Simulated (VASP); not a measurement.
# C2BF2H in VASP: further runs

Aim: see how the results for C2BF2H move with the level of theory and the settings. Levels: PBE, PBE+TS. Tasks: single point, relaxation of the atoms, atomic charges, electron localisation function.

Everything below comes from runs of VASP 6.6.1. Logs are shortened: lines on timing, memory, paths and dates and some standing lists are left out, and cuts for length are marked.

## 1. The molecule as given

The cell holds a molecule in a box, 6 atoms: a = 13.000 Å, b = 11.000 Å, c = 13.000 Å, α = 90.00°, β = 90.00°, γ = 90.00°.

## 2. Single point, PBE (atoms moved at random, drawn with an rms of 0.05 Å)

Input file INCAR:

```
ALGO = Fast
EDIFF = 1E-6
ENCUT = 520
GGA = PE
ISIF = 2
ISMEAR = 0
LASPH = True
LCHARG = False
LREAL = False
LWAVE = False
NELM = 60
PREC = Accurate
SIGMA = 0.01
```

Input file KPOINTS:

```
k-points
0
Gamma
  1 1 1
```

Input file POSCAR:

```
BHC2F2
1.0
   13.0000000000      0.0000000000      0.0000000000
    0.0000000000     11.0000000000      0.0000000000
    0.0000000000      0.0000000000     13.0000000000
C B F H
2 1 2 1
Direct
    0.4174210000      0.5655460000      0.5839500000
    0.4697190000      0.5334750000      0.5141930000
    0.5357900000      0.4950940000      0.4223670000
    0.5002110000      0.4157180000      0.3560860000
    0.6263200000      0.5338120000      0.4118950000
    0.3748900000      0.5918350000      0.6555030000
```

Potentials or basis: VASP PAW PBE potentials, release 64 (C, B, F, H).

The run is started by

```console
> cat potpaw_PBE.64/C/POTCAR potpaw_PBE.64/B/POTCAR potpaw_PBE.64/F/POTCAR potpaw_PBE.64/H/POTCAR > POTCAR
> mpirun -np 1 vasp_gam > vasp.out
```

OUTCAR:

```text
EDIFF = 1E-6
   ENCUT = 520
   GGA = PE
   ISIF = 2
   ISMEAR = 0
   LASPH = True
   LREAL = False
   NELM = 60
   PREC = Accurate

 ion  position               nearest neighbor table
   1  0.417  0.566  0.584-   6 1.12   2 1.19
   2  0.470  0.533  0.514-   1 1.19   3 1.53
   3  0.536  0.495  0.422-   5 1.26   4 1.31   2 1.53
   4  0.500  0.416  0.356-   3 1.31
   5  0.626  0.534  0.412-   3 1.26
   6  0.375  0.592  0.656-   1 1.12

  LATTYP: Found a simple tetragonal cell.
 ALAT       =    13.0000000000
 C/A-ratio  =     0.8461538462

  Lattice vectors:

 A1 = ( -13.0000000000,   0.0000000000,   0.0000000000)
 A2 = (   0.0000000000,   0.0000000000,  13.0000000000)
 A3 = (   0.0000000000,  11.0000000000,   0.0000000000)

Analysis of symmetry for initial positions (statically):
=====================================================================
 Subroutine PRICEL returns:
 Original cell was already a primitive cell.

 Routine SETGRP: Setting up the symmetry group for a
 simple tetragonal supercell.

 Subroutine GETGRP returns: Found  1 space group operations
 (whereof  1 operations were pure point group operations)
 out of a pool of 16 trial point group operations.

The static configuration has the point symmetry C_1 .

Analysis of symmetry for dynamics (positions and initial velocities):
=====================================================================
 Subroutine PRICEL returns:
 Original cell was already a primitive cell.

 Routine SETGRP: Setting up the symmetry group for a
 simple tetragonal supercell.

 Subroutine GETGRP returns: Found  1 space group operations
 (whereof  1 operations were pure point group operations)
 out of a pool of 16 trial point group operations.

The dynamic configuration has the point symmetry C_1 .

 Subroutine INISYM returns: Found  1 space group operations
 (whereof  1 operations are pure point group operations),
 and found     1 'primitive' translations

----------------------------------------------------------------------------------------

                                     Primitive cell

  volume of cell :    1859.0000

  direct lattice vectors                    reciprocal lattice vectors
    13.000000000  0.000000000  0.000000000     0.076923077  0.000000000  0.000000000
[... 71 lines left out ...]
   LREAL  =      F    real-space projection
   EDIFFG = 0.1E-04   stopping-criterion for IOM
   NSW    =      0    number of steps for IOM
   IBRION =     -1    ionic relax: 0-MD 1-quasi-New 2-CG
   NFREE  =      0    steps in history (QN), initial steepest desc. (CG)
   ISIF   =      2    stress and relaxation
   ISYM   =      2    0-nonsym 1-usesym 2-fastsym
   POTIM  = 0.5000    time-step for ionic-motion
   TEBEG  =    0.0;   TEEND  =   0.0 temperature during run
   PSTRESS=    0.0 pullay stress
   NELECT =      26.0000    total number of electrons
   NUPDOWN=      -1.0000    fix difference up-down
   EMIN   =  10.00;   EMAX   =-10.00  energy-range for DOS
   EFERMI =   0.00;   METHOD = LEGACY
   ISMEAR =     0;   SIGMA  =   0.01  broadening in eV -4-tet -1-fermi 0-gaus
   EFERMI_NEDOS =   21; number of points for ismear=-14 and -15
   IALGO  =     68    algorithm
   IMIX   =      4    mixing-type and parameters
     AMIX     =   0.40;   BMIX     =  1.00
     AMIX_MAG =   1.60;   BMIX_MAG =  1.00
  volume/ion in A,a.u.               =     309.83      2090.86
  Fermi-wavevector in a.u.,A,eV,Ry     =   0.394433  0.745370  2.116755  0.155577
  Thomas-Fermi vector in A             =   1.339184
   LORBIT       =      0    0 simple, 1 ext, 2 COOP (PROOUT), +10 PAW based schemes
   GGA     = PE    functional components
   LHFCALC =     F    Hartree Fock is set to
   AEXX    =    0.0000 exact exchange contribution
   IVDW    =     0    specifies the selected vdW correction
   LEPSILON=     F    determine dielectric tensor
   LRPA    =     F    only Hartree local field effects (RPA)
 non-spin polarized calculation
 RMM-DIIS sequential band-by-band and
 Gauss-broadening in eV      SIGMA  =   0.01
  energy-cutoff  :      520.00
  volume of cell :     1859.00
 maximum number of plane-waves:     25047
 NGX is ok and might be reduce to    98
   NGX = 49   NGY = 41   NGZ = 49

 number of electron      25.9999995 magnetization

 Free energy of the ion-electron system (eV)
  ---------------------------------------------------
  ext. energy  EPLUGINS =         0.00000000
  ---------------------------------------------------
  free energy    TOTEN  =       -37.10320833 eV

  energy without entropy =      -37.10320833  energy(sigma->0) =      -37.10320833

 E-fermi :  -7.3321     XC(G=0):  -0.6601

 val. band max:       -7.3910332002   @ k =   0.0000   0.0000   0.0000
 cond. band min:      -2.0681731666   @ k =   0.0000   0.0000   0.0000
 fundamental gap:      5.3228600336
 Fermi energy:        -7.3321423414

 k-point     1 :       0.0000    0.0000    0.0000
  band No.  band energies     occupation
      1     -31.6947      2.00000
      2     -30.6017      2.00000
      3     -18.9298      2.00000
      4     -14.7141      2.00000
      5     -13.7457      2.00000
      6     -13.1916      2.00000
[... 9 lines left out ...]
     16      -0.3464      0.00000
     17       0.1552      0.00000

------------------------ aborting loop because EDIFF is reached ----------------------------------------

  FORCE on cell =-STRESS in cart. coord.  units (eV):
  Direction    XX          YY          ZZ          XY          YZ          ZX
  --------------------------------------------------------------------------------------
  -------------------------------------------------------------------------------------
  Total        5.0957193      1.4091438      1.5715899      1.5631055      1.0401318     -0.9600374
  in kB        4.3917407      1.2144692      1.3544732      1.3471610      0.8964366     -0.8274073
  external PRESSURE =       2.3202277 kB  Pullay stress =       0.0000000 kB

 VOLUME and BASIS-vectors are now :
 -----------------------------------------------------------------------------
  energy-cutoff  :      520.00
  volume of cell :     1859.00
      direct lattice vectors                 reciprocal lattice vectors
    13.000000000  0.000000000  0.000000000     0.076923077  0.000000000  0.000000000
     0.000000000 11.000000000  0.000000000     0.000000000  0.090909091  0.000000000
     0.000000000  0.000000000 13.000000000     0.000000000  0.000000000  0.076923077

 POSITION                                       TOTAL-FORCE (eV/Angst)
 -----------------------------------------------------------------------------------
      5.42647      6.22101      7.59135        -2.312033      1.181111      3.824517
      6.10635      5.86823      6.68451         1.556551     -0.734793     -2.417030
      6.96527      5.44603      5.49077        -2.987118     -0.622227      1.513876
      6.50274      4.57290      4.62912        -0.512909     -0.833374     -0.971598
      8.14216      5.87193      5.35464         3.569484      1.368793     -0.516305
      4.87357      6.51019      8.52154         0.686025     -0.359511     -1.433460
 -----------------------------------------------------------------------------------
    total drift:                               -0.002198     -0.001185     -0.002674

  FREE ENERGIE OF THE ION-ELECTRON SYSTEM (eV)
  ---------------------------------------------------
  free  energy   TOTEN  =       -37.1032083253 eV

  energy  without entropy=      -37.1032083253  energy(sigma->0) =      -37.10320833
```

Wall time 91 s (1 thread of Intel Xeon 6975P-C (Granite Rapids), shared host); peak memory 1.5 GiB.

Results:

| Property | Result |
| --- | --- |
| Free energy | -37.1032 eV |
| Largest force | 4.622 eV/Å |
| Gap between the frontier levels | 5.32 eV |

Forces on the atoms (eV/Å):
```
C   -2.312  1.181  3.825
C    1.557 -0.735 -2.417
B   -2.987 -0.622  1.514
F   -0.513 -0.833 -0.972
F    3.569  1.369 -0.516
H    0.686 -0.360 -1.433
```

Caveat: the standard files for N, O and F lose accuracy on very short bonds.

## 3. Relaxation of the atoms, PBE (atoms moved at random, drawn with an rms of 0.02 Å)

Input file INCAR:

```
ALGO = Normal
EDIFF = 1E-6
EDIFFG = -0.01
ENCUT = 520
GGA = PE
IBRION = 2
ISIF = 2
ISMEAR = 0
LASPH = T
LCHARG = F
LREAL = F
LWAVE = F
NELM = 100
NSW = 60
PREC = Accurate
SIGMA = 0.01
```

KPOINTS is that of step 2.

Input file POSCAR:

```
BHC2F2
1.0
   13.0000000000      0.0000000000      0.0000000000
    0.0000000000     11.0000000000      0.0000000000
    0.0000000000      0.0000000000     13.0000000000
C B F H
2 1 2 1
Direct
    0.4219100000      0.5627570000      0.5865960000
    0.4697740000      0.5328080000      0.5129430000
    0.5347570000      0.4914540000      0.4219030000
    0.4990770000      0.4131870000      0.3540990000
    0.6283080000      0.5342570000      0.4099900000
    0.3743250000      0.5891060000      0.6519080000
```

Potentials or basis: VASP PAW PBE potentials, release 64 (C, B, F, H).

The run is started by

```console
> cat potpaw_PBE.64/C/POTCAR potpaw_PBE.64/B/POTCAR potpaw_PBE.64/F/POTCAR potpaw_PBE.64/H/POTCAR > POTCAR
> mpirun -np 1 vasp_gam > vasp.out
```

Wall time 23 min (1 thread of Intel Xeon 6975P-C (Granite Rapids), shared host); peak memory 1.5 GiB.

The run converged. Its results:

| Property | Result |
| --- | --- |
| Free energy | -37.3507 eV |
| Energy gained by relaxing | 10.8 meV/atom |
| Ionic steps | 51 |
| Largest force after relaxing | 0.009 eV/Å |
| Gap between the frontier levels | 5.01 eV |

Forces in eV/Å, atoms in the order of the input:
```
C    0.004 -0.003 -0.008
C   -0.004  0.002  0.008
B    0.002  0.001  0.001
F    0.000  0.004  0.004
F   -0.002 -0.002 -0.002
H    0.002  0.000 -0.002
```

The path:
| step | energy change (eV) | largest force (eV/Å) | pressure (GPa) |
| --- | --- | --- | --- |
| 1 | 0.0000 | 3.4682 | 0.13 |
| 3 | -0.0481 | 0.8458 | 0.05 |
| 5 | -0.0360 | 1.1927 | -0.03 |
| 7 | -0.0614 | 0.3413 | 0.01 |
| 9 | -0.0618 | 0.5835 | -0.02 |
| 11 | -0.0635 | 0.0773 | -0.02 |
| 13 | -0.0639 | 0.0767 | -0.02 |
| 15 | -0.0644 | 0.0514 | -0.01 |
| 17 | -0.0645 | 0.0567 | -0.01 |
| 19 | -0.0645 | 0.0515 | -0.01 |
| 21 | -0.0646 | 0.0593 | -0.01 |
| 23 | -0.0647 | 0.0310 | -0.01 |
| 25 | -0.0647 | 0.0218 | -0.01 |
| 27 | -0.0647 | 0.0234 | -0.01 |
| 29 | -0.0647 | 0.0564 | -0.01 |
| 31 | -0.0648 | 0.0204 | -0.01 |
| 33 | -0.0648 | 0.0222 | -0.01 |
| 35 | -0.0648 | 0.0226 | -0.01 |
| 37 | -0.0648 | 0.0315 | -0.01 |
| 39 | -0.0649 | 0.0164 | -0.01 |
| 41 | -0.0649 | 0.0172 | -0.01 |
| 43 | -0.0649 | 0.0115 | -0.01 |
| 45 | -0.0649 | 0.0230 | -0.01 |
| 47 | -0.0649 | 0.0150 | -0.01 |
| 49 | -0.0649 | 0.0127 | -0.01 |
| 51 | -0.0649 | 0.0094 | -0.01 |

Final structure:
```
CELL_PARAMETERS angstrom
13.00000 0.00000 0.00000
0.00000 11.00000 0.00000
0.00000 0.00000 13.00000
ATOMIC_POSITIONS crystal
C 0.41942 0.56267 0.58750
C 0.47074 0.53117 0.51412
B 0.53505 0.49176 0.42242
F 0.49868 0.41317 0.35309
F 0.63015 0.53438 0.40808
H 0.37411 0.59043 0.65223
```

Levels at points of the mesh, in eV from the valence-band top:
| k point | band 10 | band 11 | band 12 | band 13 | band 14 | band 15 | band 16 | band 17 |
| --- | --- | --- | --- | --- | --- | --- | --- | --- |
| (0.00, 0.00, 0.00) | -2.46 | -2.45 | -0.25 | 0.00 | 5.01 | 6.56 | 7.10 | 7.65 |

Caveat: the standard files for N, O and F lose accuracy on very short bonds.

## 4. Atomic charges, PBE+TS

Input file INCAR:

```
ALGO     = Normal         # electronic algorithm
EDIFF    = 1E-6           # SCF threshold, eV
ENCUT    = 520            # plane-wave cutoff, eV
GGA      = PE             # functional
ISIF     = 2              # what is computed and relaxed
ISMEAR   = 0              # smearing method
IVDW     = 2              # dispersion correction
LASPH    = T              # aspherical terms in the spheres
LCHARG   = F              # write CHGCAR
LORBIT   = 10             # projections on sites
LREAL    = F              # projectors in reciprocal space
LWAVE    = F              # write WAVECAR
NELM     = 100            # most SCF steps
PREC     = Accurate       # precision mode
SIGMA    = 0.01           # smearing width, eV
```

KPOINTS is that of step 3.

Input file POSCAR:

```
BHC2F2
1.0
   13.0000000000      0.0000000000      0.0000000000
    0.0000000000     11.0000000000      0.0000000000
    0.0000000000      0.0000000000     13.0000000000
C B F H
2 1 2 1
Direct
    0.4188423100      0.5621409100      0.5866730800
    0.4700038500      0.5308136400      0.5142346200
    0.5346653800      0.4912318200      0.4226884600
    0.4986346200      0.4139318200      0.3543653800
    0.6284884600      0.5331318200      0.4091730800
    0.3735115400      0.5898863600      0.6508653800
```

The run is started by

```console
> cat potpaw_PBE.64/C/POTCAR potpaw_PBE.64/B/POTCAR potpaw_PBE.64/F/POTCAR potpaw_PBE.64/H/POTCAR > POTCAR
> mpirun -np 1 vasp_gam > vasp.out
```

Wall time 1.9 min (1 thread of Intel Xeon 6975P-C (Granite Rapids), shared host); peak memory 1.4 GiB.

Results (log left out):

```yaml
Free_energy: -37.3403 eV
Largest_force: 1.057 eV/Å
Gap_between_the_frontier_levels: 5.14 eV
Valence_electrons_inside_the_program's_atomic_spheres: C 2.66, 2.69; B 2.15; F 6.17; H 0.68
Hirshfeld_charges: C -0.05, -0.12; B +0.30; F -0.12; H +0.10 e
Dispersion_energy_per_atom: -0.002 eV
```

Forces in eV/Å, atoms in the order of the input:
```
C   -0.518  0.268  0.734
C    0.584 -0.302 -0.827
B   -0.462  0.238  0.653
F   -0.337 -0.584 -0.602
F    0.839  0.325 -0.107
H   -0.105  0.055  0.149
```

Levels at points of the mesh, in eV from the valence-band top:
```
           k point  band 9  band 10  band 11  band 12  band 13  band 14  band 15  band 16  band 17
(0.00, 0.00, 0.00)   -3.02    -2.53    -2.48    -0.25     0.00     5.14     6.70     7.09     7.66
```

Caveat: the standard files for N, O and F lose accuracy on very short bonds. A hybrid or GW would open this gap; PBE tends to underestimate it.

## 5. Electron localisation function, PBE

Input file INCAR:

```
ALGO = Fast
EDIFF = 1E-6
ENCUT = 520
GGA = PE
ISIF = 2
ISMEAR = 0
LASPH = True
LCHARG = True
LELF = True
LREAL = False
LWAVE = False
NELM = 80
PREC = Accurate
SIGMA = 0.01
```

KPOINTS is that of step 4.

POSCAR is that of step 4.

The run is started by

```console
> cat potpaw_PBE.64/C/POTCAR potpaw_PBE.64/B/POTCAR potpaw_PBE.64/F/POTCAR potpaw_PBE.64/H/POTCAR > POTCAR
> mpirun -np 1 vasp_gam > vasp.out
```

It took 1.9 min on 1 thread of Intel Xeon 6975P-C (Granite Rapids), shared host; peak memory 1.5 GiB.

It converged, with:

- Free energy: -37.3267 eV
- Largest force: 1.059 eV/Å
- Gap between the frontier levels: 5.14 eV

Forces on the atoms (eV/Å):
```
C   -0.522  0.270  0.739
C    0.585 -0.303 -0.829
B   -0.463  0.238  0.654
F   -0.334 -0.584 -0.605
F    0.840  0.323 -0.110
H   -0.107  0.056  0.150
```

Levels at points of the mesh, in eV from the valence-band top:
```tsv
k point	band 11	band 12	band 13	band 14	band 15	band 16
(0.00, 0.00, 0.00)	-2.48	-0.25	0.00	5.14	6.70	7.09
```

Caveat: the standard files for N, O and F lose accuracy on very short bonds.

## 6. Overview

| task | level | cell | gap on the mesh (eV) | largest force (eV/Å) |
| --- | --- | --- | --- | --- |
| single point | PBE | atoms moved at random, drawn with an rms of 0.05 Å | 5.32 | 4.62 |
| relaxation of the atoms | PBE | atoms relaxed from: atoms moved at random, drawn with an rms of 0.02 Å | 5.01 | 0.01 |
| atomic charges | PBE+TS | as given | 5.14 | 1.06 |
| electron localisation function | PBE | as given | 5.14 | 1.06 |

Alike in all rows: potentials or basis VASP PAW PBE potentials, release 64 (C, B, F, H); no spin polarisation; k mesh 1 × 1 × 1; cutoff (eV) 520; smearing gaussian 0.01 eV.

Caveats: the standard files for N, O and F lose accuracy on very short bonds.

Total energies depend on the potentials used, so only differences within one code and one set of settings carry meaning.
